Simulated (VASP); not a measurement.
Here is the system:

```yaml
crystal:
  lattice:
    - [2.28596, 0.00000, 0.00000]
    - [0.00000, 2.28596, 0.00000]
    - [0.00000, 0.00000, 2.28596]
  atoms:
    - { symbol: B, position: [0.00000, 0.00000, 0.00000] }
    - { symbol: N, position: [0.50000, 0.50000, 0.50000] }
```

Calculation: PBEsol GGA, VASP's PBE PAW potentials (set 64) (plane waves; VASP). Settings: 620 eV cut-off, 16×16×16 Γ-centred mesh, first-order Methfessel-Paxton smearing of 0.10 eV, potentials B N.

**Question.** What does the run give for the energy per atom (σ→0), pressure, band gap (on the k-mesh) with the smallest direct gap where there is one?

**Answer.** 
```json
{
  "band gap (on the k-mesh)": "none (metal, semimetal or under 0.01 eV)",
  "energy per atom (σ→0)": "-531.7 kJ/mol of atoms",
  "pressure": "4.96 GPa"
}
```

The structure was generated: BN was put into the CsCl type type (Pm-3m), which need not be its known phase. It was relaxed first under an external pressure of 5 GPa.
